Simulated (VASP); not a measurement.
# NbAl2N3 (P6/mmm) in VASP: further runs

Runs on NbAl2N3. Level: PBE. Tasks: relaxation of cell and atoms.

Program: VASP 6.6.1. These are calculated values, not measurements. Logs are shortened: lines on timing, memory, paths and dates and some standing lists are left out, and cuts for length are marked.

## (1) The crystal as given

Symmetry: P6/mmm, No. 191, hexagonal system. The conventional cell has a = 5.110 Å, b = 5.110 Å, c = 3.298 Å, α = 90.00°, β = 90.00°, γ = 120.00°. Around Al (site symmetry -6m2) lie 6 N at 2.21 Å. Nb (site symmetry 6/mmm) is surrounded by 6 Al at 2.95 Å and 12 N at 3.04 Å and 2 Nb at 3.30 Å. Around N (site symmetry mmm) lie 4 Al at 2.21 Å.

The cell was built by a generator and needn't be a form met in nature.

## (2) Relaxation of cell and atoms, PBE

Input file INCAR:

```
ALGO     = Fast           # electronic algorithm
EDIFF    = 1E-4           # SCF threshold, eV
EDIFFG   = -0.08          # ionic threshold
ENCUT    = 520            # plane-wave cutoff, eV
GGA      = PE             # functional
IBRION   = 2              # ionic algorithm
ISIF     = 3              # what is computed and relaxed
ISMEAR   = 0              # smearing method
KPAR     = 2            
LASPH    = T              # aspherical terms in the spheres
LCHARG   = F              # write CHGCAR
LREAL    = F              # projectors in reciprocal space
LWAVE    = F              # write WAVECAR
NELM     = 60             # most SCF steps
NSW      = 24             # ionic steps
PREC     = Normal         # precision mode
SIGMA    = 0.15           # smearing width, eV
```

Input file KPOINTS:

```
k-points
0
Gamma
  3 3 4
```

Input file POSCAR:

```
NbAl2N3
1.0
    5.1102467500      0.0000000000      0.0000000000
   -2.5551233800      4.4256035100      0.0000000000
    0.0000000000      0.0000000000      3.2984645700
Al Nb N
2 1 3
Direct
    0.3333333300      0.6666666700      0.0000000000
    0.6666666700      0.3333333300      0.0000000000
    0.0000000000      0.0000000000      0.0000000000
    0.5000000000      0.0000000000      0.5000000000
    0.5000000000      0.5000000000      0.5000000000
    0.0000000000      0.5000000000      0.5000000000
```

Potentials or basis: VASP PAW PBE potentials, release 64 (Al, Nb_sv, N).

Started as:

```
> cat potpaw_PBE.64/Al/POTCAR potpaw_PBE.64/Nb_sv/POTCAR potpaw_PBE.64/N/POTCAR > POTCAR
> mpirun -np 2 vasp_std > vasp.out
```

OUTCAR:

```text
EDIFF = 1E-4
   EDIFFG = -0.08
   ENCUT = 520
   GGA = PE
   IBRION = 2
   ISIF = 3
   ISMEAR = 0
   LASPH = T
   LREAL = F
   NELM = 60
   NSW = 24
   PREC = Normal

 ion  position               nearest neighbor table
   1  0.333  0.667  0.000-   6 2.21   6 2.21   4 2.21   4 2.21   5 2.21   5 2.21   2 2.95   3 2.95
                             2 2.95   3 2.95   3 2.95   2 2.95
   2  0.667  0.333  0.000-   6 2.21   6 2.21   4 2.21   4 2.21   5 2.21   5 2.21   1 2.95   3 2.95
                             1 2.95   3 2.95   3 2.95   1 2.95
   3  0.000  0.000  0.000-   1 2.95   2 2.95   2 2.95   1 2.95   2 2.95   1 2.95
   4  0.500  0.000  0.500-   1 2.21   2 2.21   1 2.21   2 2.21
   5  0.500  0.500  0.500-   1 2.21   2 2.21   1 2.21   2 2.21
   6  0.000  0.500  0.500-   1 2.21   2 2.21   1 2.21   2 2.21

  LATTYP: Found a hexagonal cell.
 ALAT       =     5.1102467500
 C/A-ratio  =     0.6454609203

  Lattice vectors:

 A1 = (   5.1102467500,   0.0000000000,   0.0000000000)
 A2 = (  -2.5551233800,   4.4256035100,   0.0000000000)
 A3 = (   0.0000000000,   0.0000000000,   3.2984645700)

Analysis of symmetry for initial positions (statically):
=====================================================================
 Subroutine PRICEL returns:
 Original cell was already a primitive cell.

 Routine SETGRP: Setting up the symmetry group for a
 hexagonal supercell.

 Subroutine GETGRP returns: Found 24 space group operations
 (whereof 24 operations were pure point group operations)
 out of a pool of 24 trial point group operations.

The static configuration has the point symmetry D_6h.

Analysis of symmetry for dynamics (positions and initial velocities):
=====================================================================
 Subroutine PRICEL returns:
 Original cell was already a primitive cell.

 Routine SETGRP: Setting up the symmetry group for a
 hexagonal supercell.

 Subroutine GETGRP returns: Found 24 space group operations
 (whereof 24 operations were pure point group operations)
 out of a pool of 24 trial point group operations.

The dynamic configuration has the point symmetry D_6h.

 Subroutine INISYM returns: Found 24 space group operations
 (whereof 24 operations are pure point group operations),
 and found     1 'primitive' translations

----------------------------------------------------------------------------------------

                                     Primitive cell

  volume of cell :      74.5978

  direct lattice vectors                    reciprocal lattice vectors
     5.110246750  0.000000000  0.000000000     0.195685267  0.112978942  0.000000000
    -2.555123380  4.425603510  0.000000000     0.000000000  0.225957883  0.000000000
     0.000000000  0.000000000  3.298464570     0.000000000  0.000000000  0.303171363

  length of vectors
     5.110246750  5.110246757  3.298464570     0.225957883  0.225957883  0.303171363

  position of ions in fractional coordinates (direct lattice)
     0.333333330  0.666666670  0.000000000
     0.666666670  0.333333330  0.000000000
     0.000000000  0.000000000  0.000000000
     0.500000000  0.000000000  0.500000000
     0.500000000  0.500000000  0.500000000
     0.000000000  0.500000000  0.500000000

  ion indices of the primitive-cell ions
   primitive index   ion index
                 1           1
                 2           2
                 3           3
                 4           4
                 5           5
                 6           6

----------------------------------------------------------------------------------------

 KPOINTS: k-points

Automatic generation of k-mesh.
 Grid dimensions read from file:
 generate k-points for:    3    3    4

 Generating k-lattice:

  Cartesian coordinates                     Fractional coordinates (reciprocal lattice)
     0.065228422  0.037659647  0.000000000     0.333333333  0.000000000  0.000000000
     0.000000000  0.075319294  0.000000000     0.000000000  0.333333333  0.000000000
     0.000000000  0.000000000  0.075792841     0.000000000  0.000000000  0.250000000

  Length of vectors
     0.075319294  0.075319294  0.075792841

  Shift w.r.t. Gamma in fractional coordinates (k-lattice)
     0.000000000  0.000000000  0.000000000

 Subroutine IBZKPT returns following result:
 ===========================================

 Found      9 irreducible k-points:

 Following reciprocal coordinates:
            Coordinates               Weight
  0.000000  0.000000  0.000000      1.000000
  0.333333  0.000000  0.000000      6.000000
  0.333333  0.333333  0.000000      2.000000
  0.000000  0.000000  0.250000      2.000000
  0.333333  0.000000  0.250000     12.000000
  0.333333  0.333333  0.250000      4.000000
  0.000000  0.000000  0.500000      1.000000
  0.333333  0.000000  0.500000      6.000000
  0.333333  0.333333  0.500000      2.000000
   k-points           NKPTS =      9   k-points in BZ     NKDIM =      9   number of bands    NBANDS=     21
   number of dos      NEDOS =    301   number of ions     NIONS =      6
   total plane-waves  NPLWV =  16200
   dimension x,y,z NGX =    30 NGY =   30 NGZ =   18
   dimension x,y,z NGXF=    60 NGYF=   60 NGZF=   36
   ions per type =               2   1   3
   NGX,Y,Z   is equivalent  to a cutoff of   9.76,  9.76,  9.07 a.u.
   NGXF,Y,Z  is equivalent  to a cutoff of  19.52, 19.52, 18.14 a.u.
 SYSTEM =  unknown system
   PREC   = normal    normal or accurate (medium, high low for compatibility)
   ISTART =      0    job   : 0-new  1-cont  2-samecut
   ICHARG =      2    charge: 1-file 2-atom 10-const
   ISPIN  =      1    spin polarized calculation?
   LNONCOLLINEAR =      F non collinear calculations
   LSORBIT =      F    spin-orbit coupling
   LASPH  =      T    aspherical Exc in radial PAW
   ENCUT  =  520.0 eV  38.22 Ry    6.18 a.u.   9.50  9.50  6.13*2*pi/ulx,y,z
   NELM   =     60;   NELMIN=  2; NELMDL= -5     # of ELM steps
   EDIFF  = 0.1E-03   stopping-criterion for ELM
   LREAL  =      F    real-space projection
   EDIFFG = -.8E-01   stopping-criterion for IOM
   NSW    =     24    number of steps for IOM
   IBRION =      2    ionic relax: 0-MD 1-quasi-New 2-CG
   NFREE  =      1    steps in history (QN), initial steepest desc. (CG)
   ISIF   =      3    stress and relaxation
   ISYM   =      2    0-nonsym 1-usesym 2-fastsym
   POTIM  = 0.5000    time-step for ionic-motion
   TEBEG  =    0.0;   TEEND  =   0.0 temperature during run
   PSTRESS=    0.0 pullay stress
   NELECT =      34.0000    total number of electrons
   NUPDOWN=      -1.0000    fix difference up-down
   EMIN   =  10.00;   EMAX   =-10.00  energy-range for DOS
   EFERMI =   0.00;   METHOD = LEGACY
   ISMEAR =     0;   SIGMA  =   0.15  broadening in eV -4-tet -1-fermi 0-gaus
   EFERMI_NEDOS =   21; number of points for ismear=-14 and -15
   IALGO  =     68    algorithm
   IMIX   =      4    mixing-type and parameters
     AMIX     =   0.40;   BMIX     =  1.00
     AMIX_MAG =   1.60;   BMIX_MAG =  1.00
  volume/ion in A,a.u.               =      12.43        83.90
  Fermi-wavevector in a.u.,A,eV,Ry     =   1.259870  2.380809 21.596153  1.587272
  Thomas-Fermi vector in A             =   2.393408
   LORBIT       =      0    0 simple, 1 ext, 2 COOP (PROOUT), +10 PAW based schemes
   GGA     = PE    functional components
   LHFCALC =     F    Hartree Fock is set to
   AEXX    =    0.0000 exact exchange contribution
   IVDW    =     0    specifies the selected vdW correction
   LEPSILON=     F    determine dielectric tensor
   LRPA    =     F    only Hartree local field effects (RPA)
 conjugate gradient relaxation of ions
 non-spin polarized calculation
 RMM-DIIS sequential band-by-band and
 Gauss-broadening in eV      SIGMA  =   0.15
  energy-cutoff  :      520.00
  volume of cell :       74.60
 maximum number of plane-waves:      2052
   NGX = 19   NGY = 19   NGZ = 13

--------------------------------------- Ionic step        1  -------------------------------------------

 number of electron      33.9999977 magnetization

 Free energy of the ion-electron system (eV)
  ---------------------------------------------------
  ext. energy  EPLUGINS =         0.00000000
  ---------------------------------------------------
  free energy    TOTEN  =       -37.46157582 eV

  energy without entropy =      -37.37099746  energy(sigma->0) =      -37.41628664

------------------------ aborting loop because EDIFF is reached ----------------------------------------

  FORCE on cell =-STRESS in cart. coord.  units (eV):
  Direction    XX          YY          ZZ          XY          YZ          ZX
  --------------------------------------------------------------------------------------
  -------------------------------------------------------------------------------------
  Total       -3.3450273     -3.3450273    -23.7680772      0.0000000     -0.0000000      0.0000000
  in kB      -71.8429316    -71.8429318   -510.4796519      0.0000001     -0.0000000      0.0000000
  external PRESSURE =    -218.0551718 kB  Pullay stress =       0.0000000 kB
[... 145 lines left out ...]
  energy  without entropy=      -40.7177894485  energy(sigma->0) =      -40.78830281

--------------------------------------- Ionic step        5  -------------------------------------------

 number of electron      33.9999982 magnetization

 E-fermi :  10.1262     XC(G=0): -12.1922

 val. band max:       10.0725590620   @ k =   0.3333   0.3333   0.2500
 cond. band min:      10.1978102234   @ k =   0.3333   0.3333   0.2500
 fundamental gap:      0.1252511614
 Fermi energy:        10.1261646513

 k-point     1 :       0.0000    0.0000    0.0000
  band No.  band energies     occupation
      1     -45.5474      2.00000
      2     -21.6919      2.00000
      3     -21.6919      2.00000
      4     -20.5780      2.00000
      5      -7.3023      2.00000
      6      -4.2146      2.00000
[... 282 lines left out ...]
  energy  without entropy=      -40.9561552479  energy(sigma->0) =      -40.99129755

--------------------------------------- Ionic step        7  -------------------------------------------

 number of electron      34.0000017 magnetization

 Free energy of the ion-electron system (eV)
  ---------------------------------------------------
  ext. energy  EPLUGINS =         0.00000000
  ---------------------------------------------------
  free energy    TOTEN  =       -41.06753083 eV

  energy without entropy =      -40.99521853  energy(sigma->0) =      -41.03137468

 E-fermi :   9.6014     XC(G=0): -11.9964

 val. band max:        9.5428548884   @ k =   0.3333   0.3333   0.2500
 cond. band min:       9.6458987514   @ k =   0.0000   0.0000   0.2500
 fundamental gap:      0.1030438630
 Fermi energy:         9.6013833872

 k-point     1 :       0.0000    0.0000    0.0000
  band No.  band energies     occupation
      1     -46.0707      2.00000
      2     -22.2158      2.00000
      3     -22.2158      2.00000
      4     -21.1921      2.00000
      5      -7.4941      2.00000
      6      -4.5354      2.00000
[... 238 lines left out ...]
  FREE ENERGIE OF THE ION-ELECTRON SYSTEM (eV)
  ---------------------------------------------------
  free  energy   TOTEN  =       -41.0675308262 eV

  energy  without entropy=      -40.9952185250  energy(sigma->0) =      -41.03137468

 reached required accuracy - stopping structural energy minimisation
```

Run time: 36 s. Hardware: 2 MPI ranks of Intel Xeon Platinum 8488C (Sapphire Rapids), shared host; peak memory 0.15 GiB.

What came out:

| Quantity | Value |
| --- | --- |
| Free energy | -41.0675 eV |
| Relaxed volume | 10.41 Å³/atom |
| Relaxed cell | a = 5.175 Å, b = 5.175 Å, c = 2.694 Å, α = 90.00°, β = 90.00°, γ = 120.00° |
| Space group after relaxing (to 0.05 Å) | P6/mmm (No. 191) |
| Energy gained by relaxing | 601.0 meV/atom |
| Ionic steps | 7 |
| Pressure after relaxing | 0.0 GPa |
| Band gap on the k mesh | none (metal or under the smearing width) |

Stress tensor (GPa, compression positive):
```
 0.32  0.00  0.00
 0.00  0.32  0.00
 0.00  0.00 -0.58
```

The path:
| step | energy change (eV) | largest force (eV/Å) | pressure (GPa) | volume (Å³) |
| --- | --- | --- | --- | --- |
| 1 | 0.0000 | 0.0000 | -21.81 | 74.60 |
| 2 | -3.2630 | 0.0000 | 18.63 | 57.14 |
| 3 | -3.3139 | 0.0000 | 12.02 | 58.47 |
| 4 | -3.3972 | 0.0000 | 6.15 | 61.44 |
| 5 | -3.5357 | 0.0000 | 8.78 | 60.01 |
| 6 | -3.5649 | 0.0000 | -5.73 | 64.48 |
| 7 | -3.6060 | 0.0000 | 0.02 | 62.49 |

Final structure:
```cif
data_structure
_symmetry_space_group_name_H-M 'P 1'
_symmetry_Int_Tables_number 1
_cell_length_a 5.1752
_cell_length_b 5.1752
_cell_length_c 2.6940
_cell_angle_alpha 90.000
_cell_angle_beta 90.000
_cell_angle_gamma 120.000
_cell_volume 62.49
loop_
_atom_site_label
_atom_site_type_symbol
_atom_site_fract_x
_atom_site_fract_y
_atom_site_fract_z
_atom_site_occupancy
Al1 Al 0.33333 0.66667 0.00000 1
Al2 Al 0.66667 0.33333 0.00000 1
Nb1 Nb 0.00000 0.00000 0.00000 1
N1 N 0.50000 0.00000 0.50000 1
N2 N 0.50000 0.50000 0.50000 1
N3 N 0.00000 0.50000 0.50000 1
```

Caveat: the k mesh is coarse (spacing up to 0.48 Å⁻¹), so the values aren't converged; the volume moved by over 15 % at a fixed basis, so the end points are rough; the relaxation stopped at a loose force limit of 0.08 eV/Å, so its end isn't a converged minimum.

[end of part 1 of 2]
